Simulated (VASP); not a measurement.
Take PbSe (rock salt), against free atoms with fixed spin and no zero-point term, in VASP with PAW potentials, and its cohesive energy.

### Question
One run gives 2.95 eV/atom. Which level is it?
(A) PBEsol
(B) RPBE
(C) LDA
(D) PBE

### Answer
B, RPBE.  The others give 3.70 (PBEsol), 3.35 (PBE), 4.20 (LDA).

Only levels that ran to the end are used. Left out are those held back, those with too coarse a band path, GW runs whose mesh misses a band edge, hybrids' fits of cells that aren't cubic and levels without matching references; a question may draw on a part of the rest.
